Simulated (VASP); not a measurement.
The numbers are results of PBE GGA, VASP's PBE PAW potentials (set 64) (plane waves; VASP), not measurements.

The input files of a VASP run:

**INCAR**
```
SYSTEM = TiSb
LWAVE = F
PREC = Accurate
NELM = 100   # most electronic steps
EDIFF = 1E-6   # SCF stop (eV)
LREAL = F
ALGO = Normal
ENCUT = 400
LASPH = T   # aspherical one-centre terms
GGA = PE   # PBE
ISIF = 2
ISMEAR = 1   # Methfessel-Paxton
LMAXMIX = 4   # l cut-off of mixed one-centre charges
LCHARG = F
SIGMA = 0.1   # width (eV)
```

**KPOINTS**
```
Automatic mesh
0
Gamma
4 4 4
0 0 0
```

File POSCAR:
```
TiSb
1
   -1.9291080000     1.9291080000     6.5310100000
    1.9291080000    -1.9291080000     6.5310100000
    1.9291080000     1.9291080000    -6.5310100000
Ti Sb
2 2
Direct
  0.7500000000   0.7500000000   0.0000000000
  0.5000000000   0.0000000000   0.5000000000
  0.1660000000   0.1660000000   0.0000000000
  0.9160000000   0.4160000000   0.5000000000
```

POTCAR, in this order: Ti_sv Sb (PBE.64 set). Program: vasp_std.

Output

File OUTCAR:
```
 ion  position               nearest neighbor table
   1  0.750  0.750  0.000-   4 2.90   4 2.90   3 2.94   3 2.94   3 2.94   3 2.94
   2  0.500  0.000  0.500-   3 2.90   3 2.90   4 2.94   4 2.94   4 2.94   4 2.94
   3  0.166  0.166  0.000-   2 2.90   2 2.90   1 2.94   1 2.94   1 2.94   1 2.94
   4  0.916  0.416  0.500-   1 2.90   1 2.90   2 2.94   2 2.94   2 2.94   2 2.94
  LATTYP: Found a body centered tetragonal cell.
 ALAT       =     3.8582160000
 C/A-ratio  =     3.3855077062
 Subroutine PRICEL returns:
 Original cell was already a primitive cell.
 Subroutine GETGRP returns: Found  8 space group operations
The static configuration has the point symmetry C_2v.
 The point group associated with its full space group is C_4v.
The dynamic configuration has the point symmetry C_2v.
 Subroutine INISYM returns: Found  8 space group operations
 Subroutine IBZKPT returns following result:
 Found     13 irreducible k-points:

 Following reciprocal coordinates:
            Coordinates               Weight
  0.000000  0.000000  0.000000      1.000000
  0.250000  0.000000  0.000000      8.000000
  0.500000  0.000000  0.000000      4.000000
  0.250000  0.250000  0.000000      8.000000
  0.500000  0.250000  0.000000     16.000000
 -0.250000  0.250000  0.000000      4.000000
  0.500000  0.500000  0.000000      2.000000
  0.250000  0.250000  0.250000      2.000000
 -0.250000  0.250000  0.250000      4.000000
  0.500000  0.500000  0.250000      4.000000
 -0.250000  0.500000  0.250000      8.000000
 -0.250000 -0.250000  0.250000      2.000000
  0.500000  0.500000  0.500000      1.000000
   k-points           NKPTS =     13   k-points in BZ     NKDIM =     13   number of bands    NBANDS=     21
   number of dos      NEDOS =    301   number of ions     NIONS =      4
   total plane-waves  NPLWV = 110592
   dimension x,y,z NGX =    48 NGY =   48 NGZ =   48
   dimension x,y,z NGXF=    96 NGYF=   96 NGZF=   96
   ions per type =               2   2
   PREC   = accura    normal or accurate (medium, high low for compatibility)
...
```

File OSZICAR:
```
       N       E                     dE             d eps       ncg     rms          rms(c)
DAV:   1     0.311822978852E+03    0.31182E+03   -0.14311E+04   562   0.136E+03
DAV:   2     0.139793895589E+02   -0.29784E+03   -0.29365E+03   554   0.420E+02
DAV:   3    -0.254755445235E+02   -0.39455E+02   -0.38662E+02   978   0.129E+02
DAV:   4    -0.292009257280E+02   -0.37254E+01   -0.37106E+01   802   0.350E+01
DAV:   5    -0.294742274374E+02   -0.27330E+00   -0.27324E+00   807   0.786E+00    0.135E+01
DAV:   6    -0.262174540253E+02    0.32568E+01   -0.60460E+01   721   0.498E+01    0.852E+00
DAV:   7    -0.251300163963E+02    0.10874E+01   -0.16599E+01   720   0.259E+01    0.340E+00
DAV:   8    -0.250536399912E+02    0.76376E-01   -0.18704E+00   743   0.838E+00    0.141E+00
DAV:   9    -0.250243601369E+02    0.29280E-01   -0.24799E-01   737   0.359E+00    0.406E-01
DAV:  10    -0.250260165881E+02   -0.16565E-02   -0.12938E-02   747   0.862E-01    0.169E-01
DAV:  11    -0.250258734631E+02    0.14312E-03   -0.18748E-03   812   0.289E-01    0.207E-02
DAV:  12    -0.250258813002E+02   -0.78371E-05   -0.69614E-05   850   0.513E-02    0.112E-02
DAV:  13    -0.250258773936E+02    0.39067E-05   -0.20920E-05   656   0.214E-02    0.738E-03
DAV:  14    -0.250258772597E+02    0.13385E-06   -0.46481E-06   663   0.171E-02
   1 F= -.25025877E+02 E0= -.25025612E+02  d E =-.797004E-03
```

**OUTCAR**
```
------------------------ aborting loop because EDIFF is reached ----------------------------------------
  FORCE on cell =-STRESS in cart. coord.  units (eV):
  Direction    XX          YY          ZZ          XY          YZ          ZX
  --------------------------------------------------------------------------------------
  Total       -5.3912558     -5.3912558     -5.0066846      0.0000000      0.0000000      0.0000000
  in kB      -88.8478859    -88.8478859    -82.5101528      0.0000000      0.0000000      0.0000000
  external PRESSURE =     -86.7353082 kB  Pullay stress =       0.0000000 kB
  volume of cell :       97.22
      direct lattice vectors                 reciprocal lattice vectors
    -1.929108000  1.929108000  6.531010000     0.000000000  0.259187148  0.076557837
     1.929108000 -1.929108000  6.531010000     0.259187148  0.000000000  0.076557837
     1.929108000  1.929108000 -6.531010000     0.259187148  0.259187148  0.000000000
 POSITION                                       TOTAL-FORCE (eV/Angst)
 -----------------------------------------------------------------------------------
      0.00000      0.00000      9.79651         0.000000      0.000000      0.070935
      0.00000      1.92911      0.00000         0.000000      0.000000      0.070935
      0.00000      0.00000      2.16830        -0.000000      0.000000     -0.070935
      0.00000      1.92911      5.43380         0.000000     -0.000000     -0.070935
 -----------------------------------------------------------------------------------
    total drift:                               -0.000000     -0.000000     -0.000897
  FREE ENERGIE OF THE ION-ELECTRON SYSTEM (eV)
  ---------------------------------------------------
  free  energy   TOTEN  =       -25.0258772597 eV

  energy  without entropy=      -25.0250802553  energy(sigma->0) =      -25.02561159
```
(Selected blocks of OUTCAR.)

The structure was generated: TiSb was put into the NbAs type (I4_1md), which need not be its known phase. The cell was not relaxed at this level. The k-mesh is coarse (spacing up to 0.58 per Å, 2π included), so the numbers may not be converged in it. The run is one of a series of settings (KPOINTS 4×4×4 Γ-centred mesh against the base run), some of them coarse on purpose.
